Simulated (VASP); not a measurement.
OSZICAR of a VASP run on LiCl (rock salt):

**OSZICAR**
```
       N       E                     dE             d eps       ncg     rms          rms(c)
DAV:   1     0.462893833920E+02    0.46289E+02   -0.43132E+03   360   0.104E+03
DAV:   2    -0.528745135280E+01   -0.51577E+02   -0.50901E+02   477   0.167E+02
DAV:   3    -0.739368451132E+01   -0.21062E+01   -0.21039E+01   440   0.402E+01
DAV:   4    -0.745075917311E+01   -0.57075E-01   -0.56948E-01   550   0.630E+00
DAV:   5    -0.745141010717E+01   -0.65093E-03   -0.65090E-03   451   0.624E-01    0.238E+00
DAV:   6    -0.737986661099E+01    0.71543E-01   -0.17661E-01   386   0.245E+00    0.171E+00
DAV:   7    -0.738167950560E+01   -0.18129E-02   -0.59100E-02   522   0.157E+00    0.924E-01
DAV:   8    -0.738605913062E+01   -0.43796E-02   -0.89906E-03   408   0.803E-01    0.143E-01
DAV:   9    -0.738604465654E+01    0.14474E-04   -0.34641E-04   481   0.164E-01    0.426E-02
DAV:  10    -0.738611095599E+01   -0.66299E-04   -0.11436E-04   395   0.976E-02    0.227E-02
DAV:  11    -0.738611743103E+01   -0.64750E-05   -0.59089E-06   527   0.233E-02    0.570E-03
DAV:  12    -0.738611895446E+01   -0.15234E-05   -0.47134E-07   382   0.628E-03    0.333E-03
DAV:  13    -0.738611826538E+01    0.68908E-06   -0.15491E-07   184   0.350E-03
   1 F= -.73861183E+01 E0= -.73861183E+01  d E =-.319383E-21
```

Q: Which electronic solver shows in the log?

A: It is blocked Davidson (ALGO = Normal, or the opening steps of other solvers). The INCAR had ALGO = Normal.

Q: Can the final energy be trusted as converged?

A: The calculation finished and met its thresholds. It stopped with EDIFF = 1E-6, NELM = 100 (PBE GGA, plane waves, VASP's PBE PAW potentials (set 64)).

The compound is LiCl in the rock salt structure. The cell was not relaxed at this level.
